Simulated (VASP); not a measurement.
Here is the system:

```
CELL_PARAMETERS angstrom
     -1.52818     1.52818     1.52818
      1.52818    -1.52818     1.52818
      1.52818     1.52818    -1.52818
ATOMIC_POSITIONS crystal
  V  0.00000 0.00000 0.00000
```

Method: PBE GGA, VASP's PBE PAW potentials (set 64) (plane waves; VASP). Run with 300 eV cut-off, 20×20×20 Γ-centred mesh, Gaussian smearing of 0.14 eV, potentials V_sv.

Q: Give the energies of bands 5 to 9 at the high-symmetry points, in eV from the Fermi level.

A: 
| band | Γ | H | N | P |
|---|---|---|---|---|
| 5 | -6.47 | -2.74 | -2.99 | -1.06 |
| 6 | 0.40 | -2.74 | -1.02 | -1.06 |
| 7 | 0.40 | 3.45 | 1.44 | -1.06 |
| 8 | 0.40 | 3.45 | 2.25 | 2.64 |
| 9 | 2.26 | 3.45 | 2.59 | 2.64 |

It has no gap at this level: it comes out as a metal or semimetal.

The structure comes from a computed database's V entry; how it stands against other phases isn't given here. The cell was not relaxed at this level. The run is not spin-polarised, so no magnetic state was tried.
